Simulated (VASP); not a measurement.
Crystal: CsLiCr2Te2S3.

```
Cs Li Cr Te S
1.0
     6.10792   -0.01886    0.00581
    -2.28822    5.93151    0.00333
    -1.38462   -2.19395    7.56260
Cs Li Cr Te S
1 1 2 2 3
Direct
  0.06348 0.10178 0.99394
  0.57026 0.58143 0.57403
  0.07801 0.50138 0.57990
  0.43162 0.02972 0.53722
  0.54458 0.76732 0.28198
  0.01143 0.65932 0.29902
  0.77800 0.37133 0.70773
  0.39402 0.82508 0.74875
  0.19605 0.23009 0.48646
```

The cell was built by a generator and needn't be a form met in nature.

| Property | Result |
| --- | --- |
| Program | VASP 6.6.1 |
| Task | single point |
| Functional | PBE |
| Potentials or basis | VASP PAW PBE potentials, release 64 (Cs_sv, Li_sv, Cr_pv, Te, S) |
| Cutoff | 520 eV |
| k mesh | 5 × 5 × 4 |
| Occupations | fermi-dirac, width 0.05 eV |
| Spin | collinear spin, ferromagnetic start |
| Starting moments | [0.0, 0.0, 3.0, 3.0, 0.0, 0.0, 0.0, 0.0, 0.0] μB |

On this cell: largest force 0.124 eV/Å; net moment 5.42 μB per cell; site moments Cs +0.00; Li +0.00; Cr +2.52, +2.90; Te -0.06, -0.11; S -0.06, -0.08, -0.11 μB; band gap on the k mesh none (metal or under the smearing width).

The same run follows on a disturbed copy (atoms moved at random, drawn with an rms of 0.05 Å):

```
Cs Li Cr Te S
1.0
     6.10792   -0.01886    0.00581
    -2.28822    5.93151    0.00333
    -1.38462   -2.19395    7.56260
Cs Li Cr Te S
1 1 2 2 3
Direct
  0.05523 0.10130 0.99062
  0.56598 0.58501 0.57913
  0.08345 0.50092 0.58422
  0.43449 0.02965 0.53594
  0.53868 0.76109 0.27624
  0.00960 0.66019 0.30391
  0.77123 0.36285 0.70418
  0.39870 0.83032 0.74894
  0.19175 0.23372 0.48538
```

What changes?

The energy (extrapolated to zero smearing) moves by +5.7 meV/atom; largest force 0.813 eV/Å; net moment 5.43 μB per cell; site moments Cs +0.00; Li +0.00; Cr +2.50, +2.91; Te -0.06, -0.11; S -0.06, -0.08, -0.11 μB; band gap on the k mesh none (metal or under the smearing width).

Forces on the atoms (eV/Å):
```
Cs   0.025 -0.007  0.032
Li   0.138 -0.008 -0.077
Cr  -0.659  0.377  0.119
Cr  -0.308 -0.082 -0.378
Te   0.004  0.104  0.198
Te  -0.039 -0.073  0.063
S    0.265  0.374  0.096
S   -0.048 -0.172  0.057
S    0.620 -0.513 -0.110
```

Caveats: only a ferromagnetic start was run, and an antiferromagnetic order may lie lower in energy.
